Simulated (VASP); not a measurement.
# RPA total energies of BN (Qingsongite), part 4 of 6

How do semilocal functionals compare with the RPA for BN (Qingsongite), and at what cost? The scan starts from a database cell scaled to its smallest volume. The cell is of the zinc-blende type. The start is a cell from a database of measured crystal structures.

VASP 6.6.1, plane waves and PAW; the level of theory is named at each step.

So far. Step 16 (Orbitals, volume ratio 1): The run ends at a pressure of 0.92 GPa. Step 17 (Exact exchange, volume ratio 1): The Hartree-Fock energy on these orbitals is -14.7686 eV an atom.

## Step 18: Empty bands, volume ratio 1

This step: PBE; plane waves and PAW (N_GW, B_GW) (VASP 6.6.1).

The empty bands are made again, for the run that follows.

INCAR reads:

```
SYSTEM = BN
PREC = Accurate
ENCUT = 470
ISMEAR = 0
SIGMA = 0.05
LREAL = .FALSE.
GGA = PE
NBANDS = 280
ALGO = Exact
NELM = 1
LWAVE = .TRUE.
LCHARG = .FALSE.
LOPTICS = .TRUE.
NEDOS = 1000
CSHIFT = 0.1
```

POSCAR reads:

```
BN
1.0
    0.0000000000      1.8075000000      1.8075000000
    1.8075000000      0.0000000000      1.8075000000
    1.8075000000      1.8075000000      0.0000000000
N B
1 1
Direct
    0.7500000000      0.7500000000      0.7500000000
    0.0000000000      0.0000000000      0.0000000000
```

KPOINTS reads:

```
Automatic mesh
0
Gamma
6 6 6
0 0 0
```

PAW data sets: N_GW and B_GW (PBE family, release 64).

On the command line:

```bash
$ mpirun -np 8 vasp_std
```

What it wrote:

```text
[... set-up lines as in an earlier step ...]
 entering main loop
       N       E                     dE             d eps       ncg     rms          rms(c)
DIA:   1    -0.174512E+02   -0.17451E+02    0.00000E+00     0   0.000E+00
   1 F= -.17451184E+02 E0= -.17451184E+02  d E =-.293890E-33
 writing wavefunctions
 optical routines
 imaginary and real dielectric function
 recalculating local potential from charge density
 direction            1
 direction            2
 direction            3
```

Elapsed: 1.6 s, on 8 MPI ranks of AMD EPYC 9R45, shared host; peak memory 0.73 GiB; 8.1 s of CPU time.

OUTCAR, selected parts (step 18):

```text
  Total        0.0676504      0.0676504      0.0676504     -0.0000000     -0.0000000      0.0000000
  in kB        9.1773287      9.1773287      9.1773287     -0.0000000     -0.0000000      0.0000000
  external PRESSURE =       9.1773287 kB  Pullay stress =       0.0000000 kB

 POSITION                                       TOTAL-FORCE (eV/Angst)
 -----------------------------------------------------------------------------------
      2.71125      2.71125      2.71125         0.000000      0.000000      0.000000
      0.00000      0.00000      0.00000        -0.000000     -0.000000     -0.000000
 -----------------------------------------------------------------------------------
    total drift:                               -0.000001     -0.000001     -0.000001

  FREE ENERGIE OF THE ION-ELECTRON SYSTEM (eV)
  ---------------------------------------------------
  free  energy   TOTEN  =       -17.4511840314 eV

  energy  without entropy=      -17.4511840314  energy(sigma->0) =      -17.45118403

[... 2 parts as in an earlier step ...]

[... 1 further part left out ...]
[key lines of the parts left out:]
E-fermi :   7.8792
```

## Step 19: RPA correlation, volume ratio 1

This step: RPA correlation on PBE orbitals; plane waves and PAW (N_GW, B_GW) (VASP 6.6.1).

RPA correlation at this point.

INCAR reads:

```
SYSTEM = BN
PREC = Accurate
ENCUT = 470
ISMEAR = 0
SIGMA = 0.05
LREAL = .FALSE.
GGA = PE
NBANDS = 280
ALGO = ACFDT
ENCUTGW = 200
NOMEGA = 12
PRECFOCK = Fast
LWAVE = .FALSE.
LCHARG = .FALSE.
```

POSCAR is that of step 18.

KPOINTS is that of step 18.

On the command line:

```bash
$ mpirun -np 8 vasp_std
```

What it wrote:

```text
[banner, memory and clock lines left out]
running    8 mpi-ranks, on    1 nodes
[...]
[... a notice as in an earlier step ...]

 LDA part: xc-table for (Slater+PW92), standard interpolation
 found WAVECAR, reading the header
 POSCAR, INCAR and KPOINTS ok, starting setup
[...]
reading WAVECAR
 the WAVECAR file was read successfully
 initial charge from wavefunction
 available memory per node:     31.74 GB, setting MAXMEM to     32501

 The Fermi energy was updated, please check that it is located mid-gap
 values below the HOMO (VB) or above the LUMO (CB) will cause erroneous energies
 E-fermi :   9.6934

 the WAVEDER file was read successfully
 set NWRITE>2 for more details about minimax calculation
 number of imaginary grid points requested:      12
 number of distinct grids requested:  1
 quadrature errors minimized for energies in [ 0.446E+01, 0.471E+03 ]
 bosonic grid (T=0, re) determined with error: 0.2327E-08
 bosonic grid (re): 0.2327E-08
[...]
NQ=  10    0.3333    0.3333    0.0000,
|.........|.........|.........|.........
 performed      28560000 updates of chi_q(r,r)
 total number of BLAS operations       1222.44 Gflops
NQ=  11    0.5000    0.3333    0.0000,
|.........|.........|.........|.........
 performed      31416000 updates of chi_q(r,r)
 total number of BLAS operations       1354.43 Gflops
NQ=  12   -0.3333    0.3333    0.0000,
|.........|.........|.........|.........
 performed      34272000 updates of chi_q(r,r)
 total number of BLAS operations       1504.35 Gflops
NQ=  13    0.5000    0.5000    0.0000,
|.........|.........|.........|.........
 performed      37128000 updates of chi_q(r,r)
 total number of BLAS operations       1650.60 Gflops
NQ=  14    0.5000    0.3333    0.1667,
|.........|.........|.........|.........
 performed      39984000 updates of chi_q(r,r)
 total number of BLAS operations       1782.59 Gflops
NQ=  15   -0.3333    0.3333    0.1667,
|.........|.........|.........|.........
 performed      42840000 updates of chi_q(r,r)
 total number of BLAS operations       1914.58 Gflops
NQ=  16   -0.3333    0.5000    0.1667,
|.........|.........|.........|.........
 performed      45696000 updates of chi_q(r,r)
 total number of BLAS operations       2046.56 Gflops
 entering main loop
```

The job ended after 22 s (8 MPI ranks; peak memory 1.1 GiB).

Parts of OUTCAR (step 19):

```text
      cutoff energy     smooth cutoff   RPA   correlation   Hartree contr. to MP2
---------------------------------------------------------------------------------
            200.000           160.000      -12.0055283480      -18.4524039106
            190.476           152.381      -11.8953446685      -18.3226516616
            181.406           145.125      -11.7796927104      -18.1849321620
            172.768           138.214      -11.6557193670      -18.0356959002
            164.541           131.632      -11.5263680259      -17.8782817899
            156.705           125.364      -11.3906710383      -17.7109961614
            149.243           119.394      -11.2460890395      -17.5303808506
            142.136           113.709      -11.0968946165      -17.3408420889
  linear regression

[... 3 parts as in an earlier step ...]

[... 1 further part left out ...]
[key lines of the parts left out:]
E-fermi :   9.6934
```

The correlation energy is -6.6778 eV an atom, -16 meV against the point before. With exact exchange the total is -21.4464 eV an atom.

## Step 20: Comparison: r2SCAN, volume ratio 1

This step: r2SCAN; plane waves and PAW (N_GW, B_GW) (VASP 6.6.1).

The comparison at this point.

INCAR reads:

```
SYSTEM = BN
PREC = Accurate
ENCUT = 470
EDIFF = 1E-06
NELM = 100
ISMEAR = 0
SIGMA = 0.05
LREAL = .FALSE.
ALGO = Normal
METAGGA = R2SCAN
LASPH = .TRUE.
NBANDS = 10
LWAVE = .FALSE.
LCHARG = .FALSE.
KPAR = 8
```

POSCAR is that of step 19.

KPOINTS is that of step 19.

On the command line:

```bash
$ mpirun -np 8 vasp_std
```

What it wrote:

```text
[... set-up lines as in an earlier step ...]
 entering main loop
       N       E                     dE             d eps       ncg     rms          rms(c)
DAV:   1     0.287589E+02    0.28759E+02   -0.51354E+03   320   0.849E+02
DAV:   2    -0.215874E+02   -0.50346E+02   -0.46335E+02   366   0.247E+02
DAV:   3    -0.229372E+02   -0.13498E+01   -0.13450E+01   426   0.377E+01
DAV:   4    -0.229423E+02   -0.50614E-02   -0.50607E-02   392   0.217E+00
[...]
DAV:  10    -0.191491E+02    0.11067E-04   -0.78423E-04   428   0.297E-01    0.611E-03
DAV:  11    -0.191491E+02   -0.11863E-05   -0.10237E-05   386   0.337E-02    0.288E-03
DAV:  12    -0.191491E+02   -0.22412E-06   -0.30663E-07   220   0.583E-03
   1 F= -.19149094E+02 E0= -.19149094E+02  d E =-.433218E-12
```

Wall time 2.6 s (8 MPI ranks); peak memory 0.73 GiB; 17 s of CPU time.

OUTCAR, selected parts (step 20):

```text
  Total       -0.2681321     -0.2681321     -0.2681321      0.0000000     -0.0000000      0.0000000
  in kB      -36.3742862    -36.3742862    -36.3742862      0.0000000     -0.0000000      0.0000000
  external PRESSURE =     -36.3742862 kB  Pullay stress =       0.0000000 kB

 POSITION                                       TOTAL-FORCE (eV/Angst)
 -----------------------------------------------------------------------------------
      2.71125      2.71125      2.71125         0.000000     -0.000000     -0.000000
      0.00000      0.00000      0.00000        -0.000000      0.000000      0.000000
 -----------------------------------------------------------------------------------
    total drift:                               -0.000001     -0.000001     -0.000001

  FREE ENERGIE OF THE ION-ELECTRON SYSTEM (eV)
  ---------------------------------------------------
  free  energy   TOTEN  =       -19.1490935755 eV

  energy  without entropy=      -19.1490935755  energy(sigma->0) =      -19.14909358

[... 2 parts as in an earlier step ...]

[... 1 further part left out ...]
[key lines of the parts left out:]
E-fermi :   7.5274
```

Its energy is -9.5745 eV an atom, on a zero of its own.

## Step 21: Orbitals for comparison: HSE06, volume ratio 1

This step: PBE; plane waves and PAW (N_GW, B_GW) (VASP 6.6.1).

Starting orbitals, as before.

INCAR reads:

```
SYSTEM = BN
PREC = Accurate
ENCUT = 470
EDIFF = 1E-05
NELM = 100
ISMEAR = 0
SIGMA = 0.05
LREAL = .FALSE.
ALGO = Normal
GGA = PE
NBANDS = 10
LORBIT = 11
LWAVE = .TRUE.
LCHARG = .FALSE.
KPAR = 8
```

POSCAR is that of step 20.

KPOINTS is that of step 20.

On the command line:

```bash
$ mpirun -np 8 vasp_std
```

What it wrote:

```text
[... set-up lines as in an earlier step ...]
 entering main loop
       N       E                     dE             d eps       ncg     rms          rms(c)
[... 10 cycles as in an earlier step ...]
DAV:  11    -0.174512E+02   -0.44070E-05   -0.73184E-06   330   0.268E-02
   1 F= -.17451184E+02 E0= -.17451184E+02  d E =-.328710E-16
 writing wavefunctions
```

Elapsed: 1 s, on 8 MPI ranks; peak memory 0.71 GiB.

OUTCAR, selected parts (step 21):

```text
  Total        0.0719073      0.0719073      0.0719073      0.0000000      0.0000000      0.0000000
  in kB        9.7548005      9.7548005      9.7548005      0.0000000      0.0000000      0.0000000
  external PRESSURE =       9.7548005 kB  Pullay stress =       0.0000000 kB

  FREE ENERGIE OF THE ION-ELECTRON SYSTEM (eV)
  ---------------------------------------------------
  free  energy   TOTEN  =       -17.4511841208 eV

  energy  without entropy=      -17.4511841208  energy(sigma->0) =      -17.45118412

[... 3 parts as in an earlier step ...]

[... 1 further part left out ...]
[key lines of the parts left out:]
E-fermi :   7.7364
```

The run ends at a pressure of 0.98 GPa.

## Step 22: Comparison: HSE06, volume ratio 1

This step: HSE06; plane waves and PAW (N_GW, B_GW) (VASP 6.6.1).

The comparison at this point.

INCAR reads:

```
SYSTEM = BN
PREC = Accurate
ENCUT = 470
EDIFF = 1E-06
NELM = 100
ISMEAR = 0
SIGMA = 0.05
LREAL = .FALSE.
ALGO = Normal
LHFCALC = .TRUE.
AEXX = 0.25
GGA = PE
HFSCREEN = 0.2
LASPH = .TRUE.
NBANDS = 10
PRECFOCK = Fast
LWAVE = .FALSE.
LCHARG = .FALSE.
KPAR = 8
```

POSCAR is that of step 21.

KPOINTS is that of step 21.

The WAVECAR or CHGCAR of an earlier step is read.

On the command line:

```bash
$ mpirun -np 8 vasp_std
```

What it wrote:

```text
[... set-up lines as in an earlier step ...]
 entering main loop
       N       E                     dE             d eps       ncg     rms          rms(c)
DAV:   1    -0.203743E+02   -0.20374E+02   -0.30314E-01   444   0.714E+00    0.368E-01
DAV:   2    -0.203748E+02   -0.50069E-03   -0.13335E-03   384   0.361E-01    0.237E-01
DAV:   3    -0.203741E+02    0.66456E-03   -0.41033E-04   432   0.205E-01    0.138E-01
DAV:   4    -0.203740E+02    0.17829E-03   -0.13946E-04   480   0.131E-01    0.797E-02
DAV:   5    -0.203739E+02    0.50656E-04   -0.33466E-05   476   0.764E-02    0.452E-02
DAV:   6    -0.203739E+02    0.14632E-04   -0.89196E-06   458   0.423E-02    0.255E-02
DAV:   7    -0.203739E+02    0.41442E-05   -0.22660E-06   344   0.218E-02    0.146E-02
DAV:   8    -0.203739E+02    0.12276E-05   -0.59140E-07   188   0.114E-02    0.844E-03
DAV:   9    -0.203739E+02    0.28923E-06   -0.24460E-07   182   0.648E-03
   1 F= -.20373890E+02 E0= -.20373890E+02  d E =-.826845E-18
```

The job ended after 10 s (8 MPI ranks; peak memory 1.5 GiB; 78 s of CPU time).

OUTCAR, selected parts (step 22):

```text
 POSITION                                       TOTAL-FORCE (eV/Angst)
 -----------------------------------------------------------------------------------
      2.71125      2.71125      2.71125        -0.000000     -0.000000     -0.000000
      0.00000      0.00000      0.00000         0.000000      0.000000      0.000000
 -----------------------------------------------------------------------------------
    total drift:                                0.000001     -0.000000      0.000001

  FREE ENERGIE OF THE ION-ELECTRON SYSTEM (eV)
  ---------------------------------------------------
  free  energy   TOTEN  =       -20.3738904275 eV

  energy  without entropy=      -20.3738904275  energy(sigma->0) =      -20.37389043

[... 2 parts as in an earlier step ...]

[... 1 further part left out ...]
[key lines of the parts left out:]
E-fermi :   6.8752
```

Its energy is -10.1869 eV an atom, on a zero of its own.

## Step 23: Orbitals, volume ratio 1.03

This step: PBE; plane waves and PAW (N_GW, B_GW) (VASP 6.6.1).

The same chain follows at a volume ratio of 1.03.

INCAR reads:

```
SYSTEM = BN
PREC = Accurate
ENCUT = 470
EDIFF = 1E-08
NELM = 100
ISMEAR = 0
SIGMA = 0.05
LREAL = .FALSE.
ALGO = Normal
GGA = PE
NBANDS = 10
LORBIT = 11
LWAVE = .TRUE.
LCHARG = .FALSE.
KPAR = 8
```

POSCAR reads:

```
BN
1.0
    0.0000000000      1.8253972035      1.8253972035
    1.8253972035      0.0000000000      1.8253972035
    1.8253972035      1.8253972035      0.0000000000
N B
1 1
Direct
    0.7500000000      0.7500000000      0.7500000000
    0.0000000000      0.0000000000      0.0000000000
```

KPOINTS is that of step 22.

On the command line:

```bash
$ mpirun -np 8 vasp_std
```

What it wrote:

```text
[... set-up lines as in an earlier step ...]
 entering main loop
       N       E                     dE             d eps       ncg     rms          rms(c)
DAV:   1     0.285471E+02    0.28547E+02   -0.52528E+03   320   0.841E+02
DAV:   2    -0.172194E+02   -0.45766E+02   -0.44190E+02   366   0.239E+02
DAV:   3    -0.183385E+02   -0.11192E+01   -0.11149E+01   428   0.341E+01
DAV:   4    -0.183426E+02   -0.40843E-02   -0.40836E-02   374   0.202E+00
[...]
DAV:  13    -0.174477E+02   -0.58217E-07   -0.26261E-08   356   0.159E-03    0.736E-05
DAV:  14    -0.174477E+02   -0.14488E-07   -0.91296E-10   216   0.319E-04    0.293E-05
DAV:  15    -0.174477E+02    0.10372E-08   -0.79244E-11   198   0.146E-04
   1 F= -.17447663E+02 E0= -.17447663E+02  d E =-.812910E-20
 writing wavefunctions
```

Wall time 1 s (8 MPI ranks); peak memory 0.72 GiB.

OUTCAR, selected parts (step 23):

```text
  Total       -0.7258428     -0.7258428     -0.7258428      0.0000000     -0.0000000      0.0000000
  in kB      -95.5984815    -95.5984815    -95.5984815      0.0000000     -0.0000000      0.0000000
  external PRESSURE =     -95.5984815 kB  Pullay stress =       0.0000000 kB

 POSITION                                       TOTAL-FORCE (eV/Angst)
 -----------------------------------------------------------------------------------
      2.73810      2.73810      2.73810        -0.000000     -0.000000     -0.000000
      0.00000      0.00000      0.00000         0.000000      0.000000      0.000000
 -----------------------------------------------------------------------------------
    total drift:                               -0.000001     -0.000001     -0.000001

  FREE ENERGIE OF THE ION-ELECTRON SYSTEM (eV)
  ---------------------------------------------------
  free  energy   TOTEN  =       -17.4476628715 eV

  energy  without entropy=      -17.4476628715  energy(sigma->0) =      -17.44766287

[... 1 part as in an earlier step ...]

[... 2 further parts left out ...]
[key lines of the parts left out:]
E-fermi :   7.4125
```

The run ends at a pressure of -9.56 GPa.

## Step 24: Exact exchange, volume ratio 1.03

This step: Hartree-Fock energy on PBE orbitals; plane waves and PAW (N_GW, B_GW) (VASP 6.6.1).

Exact exchange at this point.

INCAR reads:

```
SYSTEM = BN
PREC = Accurate
ENCUT = 470
ISMEAR = 0
SIGMA = 0.05
LREAL = .FALSE.
GGA = PE
NBANDS = 10
ALGO = Eigenval
NELM = 1
LHFCALC = .TRUE.
AEXX = 1
ALDAC = 0
AGGAC = 0
PRECFOCK = Normal
LWAVE = .FALSE.
LCHARG = .FALSE.
```

POSCAR is that of step 23.

KPOINTS is that of step 23.

The WAVECAR or CHGCAR of an earlier step is read.

On the command line:

```bash
$ mpirun -np 8 vasp_std
```

What it wrote:

```text
[... set-up lines as in an earlier step ...]
 entering main loop
       N       E                     dE             d eps       ncg     rms          rms(c)
EIG:   1    -0.295040E+02   -0.29504E+02    0.00000E+00     0   0.000E+00
   1 F= -.29503992E+02 E0= -.29503992E+02  d E =-.665906E-25
```

Run time: 5.6 s. Hardware: 8 MPI ranks; peak memory 0.62 GiB.

From OUTCAR (step 24):

```text
  FREE ENERGIE OF THE ION-ELECTRON SYSTEM (eV)
  ---------------------------------------------------
  free  energy   TOTEN  =       -29.5039922737 eV

  energy  without entropy=      -29.5039922737  energy(sigma->0) =      -29.50399227

[... 3 parts as in an earlier step ...]

[... 1 further part left out ...]
[key lines of the parts left out:]
E-fermi :   7.4566
```

The Hartree-Fock energy on these orbitals is -14.7520 eV an atom.

## Step 25: Empty bands, volume ratio 1.03

This step: PBE; plane waves and PAW (N_GW, B_GW) (VASP 6.6.1).

The empty bands are made again, for the run that follows.

INCAR reads:

```
SYSTEM = BN
PREC = Accurate
ENCUT = 470
ISMEAR = 0
SIGMA = 0.05
LREAL = .FALSE.
GGA = PE
NBANDS = 288
ALGO = Exact
NELM = 1
LWAVE = .TRUE.
LCHARG = .FALSE.
LOPTICS = .TRUE.
NEDOS = 1000
CSHIFT = 0.1
```

POSCAR is that of step 24.

KPOINTS is that of step 24.

On the command line:

```bash
$ mpirun -np 8 vasp_std
```

What it wrote:

```text
[banner, memory and clock lines left out]
running    8 mpi-ranks, on    1 nodes
[...]
[... a notice as in an earlier step ...]

 LDA part: xc-table for (Slater+PW92), standard interpolation
 found WAVECAR, reading the header
  number of bands has changed, file:    10 present:   288
  trying to continue reading WAVECAR, but it might fail
 POSCAR, INCAR and KPOINTS ok, starting setup
[...]
reading WAVECAR
 random initialization beyond band           10
 the WAVECAR file was read successfully
 initial charge from wavefunction
 entering main loop
       N       E                     dE             d eps       ncg     rms          rms(c)
DIA:   1    -0.174477E+02   -0.17448E+02    0.00000E+00     0   0.000E+00
   1 F= -.17447663E+02 E0= -.17447663E+02  d E =-.634700E-24
 writing wavefunctions
 optical routines
 imaginary and real dielectric function
 recalculating local potential from charge density
 direction            1
 direction            2
 direction            3
```

Elapsed: 1.6 s, on 8 MPI ranks; peak memory 0.72 GiB; 8.6 s of CPU time.

OUTCAR, selected parts (step 25):

```text
  Total       -0.7258291     -0.7258291     -0.7258291      0.0000000     -0.0000000      0.0000000
  in kB      -95.5966820    -95.5966820    -95.5966820      0.0000000     -0.0000000      0.0000000
  external PRESSURE =     -95.5966820 kB  Pullay stress =       0.0000000 kB

 POSITION                                       TOTAL-FORCE (eV/Angst)
 -----------------------------------------------------------------------------------
      2.73810      2.73810      2.73810         0.000000     -0.000000     -0.000000
      0.00000      0.00000      0.00000        -0.000000      0.000000      0.000000
 -----------------------------------------------------------------------------------
    total drift:                               -0.000001     -0.000001     -0.000001

  FREE ENERGIE OF THE ION-ELECTRON SYSTEM (eV)
  ---------------------------------------------------
  free  energy   TOTEN  =       -17.4476628709 eV

  energy  without entropy=      -17.4476628709  energy(sigma->0) =      -17.44766287

[... 1 part as in an earlier step ...]

[... 2 further parts left out ...]
[key lines of the parts left out:]
E-fermi :   7.4486
```

WAVECAR now holds 288 bands for 8 electrons.

(Part 4 of 6 ends here.)

[Long decimals in the printed logs are rounded to 6 places.]

[Lines on the potential files, build, host, timing and source positions are cut from VASP's logs without a mark.]

[Logs are printed without paths, hosts, clocks, repeated set-up lines and the standing remarks that a program may print on its own settings, such as how far it seeks lower states.]

[Hosts, paths, dates, database ids (printed as entryN), source tags and the programs' standing remarks are cut or masked in the printed files.]

[Measured values are set beside computed ones only where the two were judged alike; some that the calculation misses by far are left out.]

[Pressures printed for these runs are not shown converged in the cutoff: they can be off by several GPa and have the wrong sign.]
